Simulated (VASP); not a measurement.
All values below come from PBEsol GGA, VASP's PBE PAW potentials (set 64) (plane waves; VASP).

Input for VASP

**INCAR**
```
SYSTEM  =  DyPb3
PREC  =  Accurate; ENCUT  =  480; LREAL  =  .FALSE.
LASPH  =  .TRUE.
EDIFF  =  1E-7; NELM  =  100; ALGO  =  Normal
LMAXMIX  =  6
ISMEAR  =  1; SIGMA  =  0.1
GGA  =  PS
ISIF  =  2
LWAVE  =  .FALSE.; LCHARG  =  .FALSE.
```

**KPOINTS**
```
Automatic
0
G
6 6 6
```

### POSCAR
```
DyPb3
1
    4.7958486330     0.0000000000     0.0000000000
    0.0000000000     4.7958486330     0.0000000000
    0.0000000000     0.0000000000     4.7958486330
Dy Pb
1 3
Direct
  0.0000000000   0.0000000000  -0.0417027340
  0.0000000000   0.5000000000   0.5000000000
  0.5000000000   0.0000000000   0.5000000000
  0.5000000000   0.5000000000   0.0000000000
```

POTCAR, in this order: Dy_3 Pb_d (PBE.64 set). Program: vasp_std.

Output of the run:

**OSZICAR**
```
       N       E                     dE             d eps       ncg     rms          rms(c)
DAV:   1     0.547395081536E+03    0.54740E+03   -0.23342E+04  2400   0.185E+03
DAV:   2     0.318805368571E+02   -0.51551E+03   -0.51045E+03  2400   0.517E+02
DAV:   3    -0.162285775070E+02   -0.48109E+02   -0.47534E+02  2824   0.197E+02
DAV:   4    -0.182641992539E+02   -0.20356E+01   -0.20130E+01  2930   0.450E+01
DAV:   5    -0.183390089648E+02   -0.74810E-01   -0.74765E-01  3088   0.771E+00    0.167E+01
DAV:   6    -0.182146113033E+02    0.12440E+00   -0.19518E-01  3188   0.510E+00    0.974E+00
DAV:   7    -0.181874673901E+02    0.27144E-01   -0.20260E-01  3070   0.473E+00    0.558E-01
DAV:   8    -0.181854398364E+02    0.20276E-02   -0.28041E-02  3000   0.222E+00    0.170E-01
DAV:   9    -0.181853279030E+02    0.11193E-03   -0.12205E-03  3446   0.266E-01    0.588E-02
DAV:  10    -0.181853205500E+02    0.73530E-05   -0.14120E-04  3284   0.116E-01    0.170E-02
DAV:  11    -0.181853177697E+02    0.27803E-05   -0.19164E-05  3062   0.423E-02    0.908E-03
DAV:  12    -0.181853177956E+02   -0.25841E-07   -0.20414E-06  2946   0.134E-02    0.450E-03
DAV:  13    -0.181853177722E+02    0.23375E-07   -0.18436E-07  1938   0.526E-03
   1 F= -.18185318E+02 E0= -.18184520E+02  d E =-.239405E-02
```

File OUTCAR:
```
------------------------ aborting loop because EDIFF is reached ----------------------------------------
  FORCE on cell =-STRESS in cart. coord.  units (eV):
  Direction    XX          YY          ZZ          XY          YZ          ZX
  --------------------------------------------------------------------------------------
  Total        0.2410493      0.2410493      0.1618464      0.0000000      0.0000000      0.0000000
  in kB        3.5012257      3.5012257      2.3508083      0.0000000      0.0000000      0.0000000
  external PRESSURE =       3.1177532 kB  Pullay stress =       0.0000000 kB
  volume of cell :      110.31
      direct lattice vectors                 reciprocal lattice vectors
     4.795848633  0.000000000  0.000000000     0.208513670  0.000000000  0.000000000
     0.000000000  4.795848633  0.000000000     0.000000000  0.208513670  0.000000000
     0.000000000  0.000000000  4.795848633     0.000000000  0.000000000  0.208513670
 POSITION                                       TOTAL-FORCE (eV/Angst)
 -----------------------------------------------------------------------------------
      0.00000      0.00000      4.59585         0.000000     -0.000000      0.787261
      0.00000      2.39792      2.39792         0.000000     -0.000000     -0.410881
      2.39792      0.00000      2.39792         0.000000     -0.000000     -0.410881
      2.39792      2.39792      0.00000         0.000000      0.000000      0.034501
 -----------------------------------------------------------------------------------
    total drift:                                0.000000      0.000000     -0.000132
  FREE ENERGIE OF THE ION-ELECTRON SYSTEM (eV)
  ---------------------------------------------------
  free  energy   TOTEN  =       -18.1853177722 eV

  energy  without entropy=      -18.1829237176  energy(sigma->0) =      -18.18451975
```
(Selected blocks of OUTCAR.)

The 4f electrons are frozen in the core of the lanthanide potential, so 4f levels, which can set the real gap, and their magnetism are missing.

The structure comes from a computed database's DyPb3 entry (Pm-3m); how it stands against other phases isn't given here. This cell was strained or had an atom moved on purpose. The electron count is odd and the run is not spin-polarised, which forces a metal.
